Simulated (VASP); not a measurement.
# Be2Si (Fm-3m) in VASP: notebook

Aim: see how the results for Be2Si move with the level of theory and the settings. Levels: PBE, HSE06, r2SCAN. Tasks: single point, relaxation of cell and atoms.

Program: VASP 6.6.1. These are calculated values, not measurements. Logs are shortened: lines on timing, memory, paths and dates and some standing lists are left out, and cuts for length are marked.

## 1. The structure

Symmetry: Fm-3m, No. 225, cubic system. The conventional cell has a = 5.283 Å, b = 5.283 Å, c = 5.283 Å, α = 90.00°, β = 90.00°, γ = 90.00°. Around Si (site symmetry m-3m) lie 8 Be at 2.29 Å. Be (site symmetry -43m) has 4 Si at 2.29 Å as nearest neighbours.

The cell was built by a generator and needn't be a form met in nature.

## 2. Single point, PBE

INCAR reads:

```
SYSTEM = Be2Si
PREC = Accurate
ENCUT = 520
EDIFF = 1E-6
ISMEAR = -1
SIGMA = 0.02
LREAL = .False.
LASPH = .True.
NELM = 60
ALGO = Normal
ISIF = 2
LWAVE = .False.
LCHARG = .False.
GGA = PE
NBANDS = 11
```

KPOINTS reads:

```
regular mesh
0
Gamma
  8 8 8
  0 0 0
```

POSCAR reads:

```
Be2Si
1.0
    0.0000000000      2.6413830432      2.6413830432
    2.6413830432      0.0000000000      2.6413830432
    2.6413830432      2.6413830432      0.0000000000
Si Be
1 2
Direct
    0.0000000000      0.0000000000      0.0000000000
    0.2500000000      0.2500000000      0.2500000000
    0.7500000000      0.7500000000      0.7500000000
```

Potentials or basis: VASP PAW PBE potentials, release 64 (Si, Be).

Launch:

```
$ cat potpaw_PBE.64/Si/POTCAR potpaw_PBE.64/Be/POTCAR > POTCAR
$ mpirun -np 1 vasp_std > vasp.out
```

OUTCAR:

```text
SYSTEM = Be2Si
   PREC = Accurate
   ENCUT = 520
   EDIFF = 1E-6
   ISMEAR = -1
   LREAL = .False.
   LASPH = .True.
   NELM = 60
   ISIF = 2
   GGA = PE

 ion  position               nearest neighbor table
   1  0.000  0.000  0.000-   3 2.29   3 2.29   2 2.29   3 2.29   2 2.29   2 2.29   3 2.29   2 2.29

   2  0.250  0.250  0.250-   1 2.29   1 2.29   1 2.29   1 2.29
   3  0.750  0.750  0.750-   1 2.29   1 2.29   1 2.29   1 2.29

  LATTYP: Found a face centered cubic cell.
 ALAT       =     5.2827660864

  Lattice vectors:

 A1 = (   0.0000000000,   2.6413830432,   2.6413830432)
 A2 = (   2.6413830432,   0.0000000000,   2.6413830432)
 A3 = (   2.6413830432,   2.6413830432,   0.0000000000)

Analysis of symmetry for initial positions (statically):
=====================================================================
 Subroutine PRICEL returns:
 Original cell was already a primitive cell.

 Routine SETGRP: Setting up the symmetry group for a
 face centered cubic supercell.

 Subroutine GETGRP returns: Found 48 space group operations
 (whereof 48 operations were pure point group operations)
 out of a pool of 48 trial point group operations.

The static configuration has the point symmetry O_h .

Analysis of symmetry for dynamics (positions and initial velocities):
=====================================================================
 Subroutine PRICEL returns:
 Original cell was already a primitive cell.

 Routine SETGRP: Setting up the symmetry group for a
 face centered cubic supercell.

 Subroutine GETGRP returns: Found 48 space group operations
 (whereof 48 operations were pure point group operations)
 out of a pool of 48 trial point group operations.

The dynamic configuration has the point symmetry O_h .

 Subroutine INISYM returns: Found 48 space group operations
 (whereof 48 operations are pure point group operations),
 and found     1 'primitive' translations

----------------------------------------------------------------------------------------

                                     Primitive cell

  volume of cell :      36.8574

  direct lattice vectors                    reciprocal lattice vectors
     0.000000000  2.641383043  2.641383043    -0.189294772  0.189294772  0.189294772
     2.641383043  0.000000000  2.641383043     0.189294772 -0.189294772  0.189294772
     2.641383043  2.641383043  0.000000000     0.189294772  0.189294772 -0.189294772

  length of vectors
     3.735479723  3.735479723  3.735479723     0.327868162  0.327868162  0.327868162
[... 92 lines left out ...]
   TEBEG  =    0.0;   TEEND  =   0.0 temperature during run
   PSTRESS=    0.0 pullay stress
   NELECT =       8.0000    total number of electrons
   NUPDOWN=      -1.0000    fix difference up-down
   EMIN   =  10.00;   EMAX   =-10.00  energy-range for DOS
   EFERMI =   0.00;   METHOD = LEGACY
   ISMEAR =    -1;   SIGMA  =   0.02  broadening in eV -4-tet -1-fermi 0-gaus
   EFERMI_NEDOS =   21; number of points for ismear=-14 and -15
   IALGO  =     38    algorithm
   IMIX   =      4    mixing-type and parameters
     AMIX     =   0.40;   BMIX     =  1.00
     AMIX_MAG =   1.60;   BMIX_MAG =  1.00
  volume/ion in A,a.u.               =      12.29        82.91
  Fermi-wavevector in a.u.,A,eV,Ry     =   0.983853  1.859212 13.169980  0.967966
  Thomas-Fermi vector in A             =   2.115042
   LORBIT       =      0    0 simple, 1 ext, 2 COOP (PROOUT), +10 PAW based schemes
   GGA     = PE    functional components
   LHFCALC =     F    Hartree Fock is set to
   AEXX    =    0.0000 exact exchange contribution
   IVDW    =     0    specifies the selected vdW correction
   LEPSILON=     F    determine dielectric tensor
   LRPA    =     F    only Hartree local field effects (RPA)
 non-spin polarized calculation
  energy-cutoff  :      520.00
  volume of cell :       36.86
 maximum number of plane-waves:      1002
   NGX = 13   NGY = 13   NGZ = 13

 number of electron       8.0000000 magnetization

 Free energy of the ion-electron system (eV)
  ---------------------------------------------------
  ext. energy  EPLUGINS =         0.00000000
  ---------------------------------------------------
  free energy    TOTEN  =       -12.24260352 eV

  energy without entropy =      -12.24155791  energy(sigma->0) =      -12.24208071

 E-fermi :   6.7331     XC(G=0):  -9.9589

 val. band max:        6.5277528969   @ k =   0.3750   0.3750   0.0000
 cond. band min:       6.7331721977   @ k =   0.2500   0.2500   0.0000
 fundamental gap:      0.2054193008
 Fermi energy:         6.7330536616

 k-point     1 :       0.0000    0.0000    0.0000
  band No.  band energies     occupation
      1      -5.3670      2.00000
      2       7.0797      0.00000
      3       7.0797      0.00000
      4       7.0797      0.00000
      5       7.4786      0.00000
      6       7.4786      0.00000
      7       7.4786      0.00000
      8      12.7337      0.00000
      9      14.0350      0.00000
     10      14.1193      0.00000
     11      14.1193      0.00000
[... 309 lines left out ...]
 k-point    24 :      -0.3750    0.2500    0.1250
  band No.  band energies     occupation
      1      -2.4952      2.00000
      2      -0.1564      2.00000
      3       2.8786      2.00000
      4       3.6689      2.00000
      5       8.7152      0.00000
      6       8.9170      0.00000
      7      11.9808      0.00000
      8      13.4301      0.00000
      9      13.7476      0.00000
     10      15.1613      0.00000
     11      17.7604      0.00000

 [... further k-points ...]

------------------------ aborting loop because EDIFF is reached ----------------------------------------

  FORCE on cell =-STRESS in cart. coord.  units (eV):
  Direction    XX          YY          ZZ          XY          YZ          ZX
  --------------------------------------------------------------------------------------
  -------------------------------------------------------------------------------------
  Total        0.0152774      0.0152774      0.0152774      0.0000000      0.0000000      0.0000000
  in kB        0.6641057      0.6641057      0.6641057      0.0000000      0.0000000      0.0000000
  external PRESSURE =       0.6641057 kB  Pullay stress =       0.0000000 kB

 VOLUME and BASIS-vectors are now :
 -----------------------------------------------------------------------------
  energy-cutoff  :      520.00
  volume of cell :       36.86
      direct lattice vectors                 reciprocal lattice vectors
     0.000000000  2.641383043  2.641383043    -0.189294772  0.189294772  0.189294772
     2.641383043  0.000000000  2.641383043     0.189294772 -0.189294772  0.189294772
     2.641383043  2.641383043  0.000000000     0.189294772  0.189294772 -0.189294772

 POSITION                                       TOTAL-FORCE (eV/Angst)
 -----------------------------------------------------------------------------------
      0.00000      0.00000      0.00000         0.000000     -0.000000     -0.000000
      1.32069      1.32069      1.32069         0.000000     -0.000000     -0.000000
      3.96207      3.96207      3.96207        -0.000000      0.000000      0.000000
 -----------------------------------------------------------------------------------
    total drift:                               -0.000000      0.000000     -0.000000

  FREE ENERGIE OF THE ION-ELECTRON SYSTEM (eV)
  ---------------------------------------------------
  free  energy   TOTEN  =       -12.2426035201 eV

  energy  without entropy=      -12.2415579090  energy(sigma->0) =      -12.24208071
```

OSZICAR:

```text
N       E                     dE             d eps       ncg     rms          rms(c)
DAV:   1     0.203733966555E+01    0.20373E+01   -0.32250E+03   646   0.569E+02
DAV:   2    -0.118327714665E+02   -0.13870E+02   -0.13159E+02   903   0.865E+01
DAV:   3    -0.123418607555E+02   -0.50909E+00   -0.50693E+00   821   0.120E+01
DAV:   4    -0.123450362703E+02   -0.31755E-02   -0.31743E-02   816   0.122E+00
DAV:   5    -0.123450646820E+02   -0.28412E-04   -0.28410E-04   801   0.111E-01    0.390E+00
DAV:   6    -0.122699527507E+02    0.75112E-01   -0.33536E-02   752   0.876E-01    0.237E+00
DAV:   7    -0.122421450642E+02    0.27808E-01   -0.37546E-02   747   0.104E+00    0.161E-01
DAV:   8    -0.122424572893E+02   -0.31223E-03   -0.17764E-03   760   0.224E-01    0.109E-01
DAV:   9    -0.122426030151E+02   -0.14573E-03   -0.32173E-04   733   0.906E-02    0.383E-02
DAV:  10    -0.122426036653E+02   -0.65017E-06   -0.26767E-05   784   0.277E-02    0.691E-03
DAV:  11    -0.122426035201E+02    0.14515E-06   -0.33722E-06   749   0.909E-03
   1 F= -.12242604E+02 E0= -.12242081E+02  d E =-.104561E-02
```

It used 9.1 s of CPU time on 1 thread of Intel(R) Xeon(R) Platinum 8559C (Emerald Rapids), on a shared host, which was overloaded at the time.

Results:

```
Free energy            : -12.2426 eV
Pressure               : 0.1 GPa
Band gap on the k mesh : none (metal or under the smearing width)
```

Levels at points of the mesh, in eV from the Fermi level:
```csv
k point,band 2,band 3,band 4,band 5,band 6,band 7
"(0.00, 0.00, 0.00)",0.35,0.35,0.35,0.75,0.75,0.75
"(0.50, 0.00, 0.00)",-7.41,-1.42,-1.42,1.19,1.19,2.46
"(0.50, 0.50, 0.00)",-6.49,-3.95,-3.95,-0.28,0.30,7.66
```

## 3. Relaxation of cell and atoms, PBE

This run uses another cell than the first one, of 9.81 Å³/atom, 0.798 times its volume.

INCAR reads:

```
SYSTEM = Be2Si
PREC = Accurate ; ENCUT = 600
EDIFF = 1E-7 ; ISMEAR = -1
SIGMA = 0.02 ; LREAL = .FALSE.
LASPH = .TRUE. ; NELM = 80
ALGO = Normal ; ISIF = 3
LWAVE = .FALSE. ; LCHARG = .FALSE.
GGA = PE ; IBRION = 2
NSW = 80 ; EDIFFG = -0.005
```

KPOINTS reads:

```
regular mesh
0
G
  8 8 8
  0 0 0
```

POSCAR reads:

```
Be2Si
1.0
    0.0000000000      2.4501729288      2.4501729288
    2.4501729288      0.0000000000      2.4501729288
    2.4501729288      2.4501729288      0.0000000000
Si Be
1 2
Direct
    0.0000000000      0.0000000000      0.0000000000
    0.2500000000      0.2500000000      0.2500000000
    0.7500000000      0.7500000000      0.7500000000
```

Potentials or basis: VASP PAW PBE potentials, release 64 (Si, Be).

Launch:

```
$ cat potpaw_PBE.64/Si/POTCAR potpaw_PBE.64/Be/POTCAR > POTCAR
$ mpirun -np 1 vasp_std > vasp.out
```

Wall time 32 s (1 thread of Intel Xeon Platinum 8559C (Emerald Rapids), shared host); peak memory 0.15 GiB.

The run converged. Its results:

| Property | Result |
| --- | --- |
| Free energy | -12.2423 eV |
| Relaxed volume | 12.29 Å³/atom |
| Relaxed cell | a = 3.736 Å, b = 3.736 Å, c = 3.736 Å, α = 60.00°, β = 60.00°, γ = 60.00° |
| Space group after relaxing (to 0.05 Å) | Fm-3m (No. 225) |
| Energy gained by relaxing | 218.8 meV/atom |
| Ionic steps | 5 |
| Pressure after relaxing | 0.0 GPa |
| Band gap on the k mesh | none (metal or under the smearing width) |

The path:
| step | energy change (eV) | largest force (eV/Å) | pressure (GPa) | volume (Å³) |
| --- | --- | --- | --- | --- |
| 1 | 0.0000 | 0.0000 | 33.38 | 29.42 |
| 2 | -0.6216 | 0.0000 | -5.02 | 39.00 |
| 3 | -0.6563 | 0.0000 | 0.24 | 36.79 |
| 4 | -0.6564 | 0.0000 | -0.19 | 36.95 |
| 5 | -0.6564 | 0.0000 | 0.01 | 36.88 |

Final structure:
```
Si Be
1.0
     0.00000    2.64183    2.64183
     2.64183    0.00000    2.64183
     2.64183    2.64183    0.00000
Si Be
1 2
Direct
  0.00000 0.00000 0.00000
  0.25000 0.25000 0.25000
  0.75000 0.75000 0.75000
```

Levels at points of the mesh, in eV from the Fermi level:
| k point | band 1 | band 2 | band 3 | band 4 | band 5 | band 6 | band 7 | band 8 |
| --- | --- | --- | --- | --- | --- | --- | --- | --- |
| (0.00, 0.00, 0.00) | -12.10 | 0.35 | 0.35 | 0.35 | 0.75 | 0.75 | 0.75 | 6.00 |
| (0.50, 0.00, 0.00) | -9.68 | -7.40 | -1.42 | -1.42 | 1.19 | 1.19 | 2.46 | 6.24 |
| (0.50, 0.50, 0.00) | -8.75 | -6.49 | -3.94 | -3.94 | -0.28 | 0.30 | 7.66 | 7.66 |

Caveat: the volume moved by over 15 % at a fixed basis, so the end points are rough.

## 4. Single point, HSE06

POSCAR reads:

```
Be2Si
1.0
    0.0000000000      2.6413830432      2.6413830432
    2.6413830432      0.0000000000      2.6413830432
    2.6413830432      2.6413830432      0.0000000000
Si Be
1 2
Direct
    0.0000000000      0.0000000000      0.0000000000
    0.2500000000      0.2500000000      0.2500000000
    0.7500000000      0.7500000000      0.7500000000
```

INCAR.step1 reads:

```
PREC = Accurate ; ENCUT = 520
EDIFF = 1E-5 ; ISMEAR = -1
SIGMA = 0.02 ; LREAL = F
LASPH = T ; NELM = 60
ALGO = Normal ; ISIF = 2
LWAVE = T ; NBANDS = 11
GGA = PE
```

INCAR.step2 reads:

```
PREC = Accurate ; ENCUT = 520
EDIFF = 1E-6 ; ISMEAR = -1
SIGMA = 0.02 ; LREAL = F
LASPH = T ; NELM = 60
ALGO = Normal ; ISIF = 2
LWAVE = F ; LCHARG = T
GGA = PE ; LHFCALC = T
HFSCREEN = 0.2079 ; PRECFOCK = Normal
LELF = T ; LVHAR = T
NBANDS = 11 ; ISTART = 1
```

KPOINTS reads:

```
regular mesh
0
Gamma
  6 6 6
```

Launch:

```
$ cat potpaw_PBE.64/Si/POTCAR potpaw_PBE.64/Be/POTCAR > POTCAR
$ cp INCAR.step1 INCAR
$ mpirun -np 1 vasp_std > vasp.out
$ cp INCAR.step2 INCAR
$ mpirun -np 1 vasp_std > vasp.out
```

It took 6.9 min on 1 thread of Intel Xeon Platinum 8559C (Emerald Rapids), shared host; peak memory 0.25 GiB.

It converged, with:

```
Free energy            : -13.1178 eV
Pressure               : -0.6 GPa
Band gap on the k mesh : none (metal or under the smearing width)
```

Levels at points of the mesh, in eV from the Fermi level:
```csv
k point,band 2,band 3,band 4,band 5,band 6,band 7
"(0.00, 0.00, 0.00)",0.58,0.58,0.58,0.80,0.80,0.80
"(0.50, 0.00, 0.00)",-8.44,-1.66,-1.66,1.55,1.55,3.00
"(0.50, 0.50, 0.00)",-7.44,-4.50,-4.50,-0.07,0.57,8.66
```

Caveat: the PAW data sets were made with another functional, which shifts forces and pressure a little.

(Continued in part 2 of 2.)
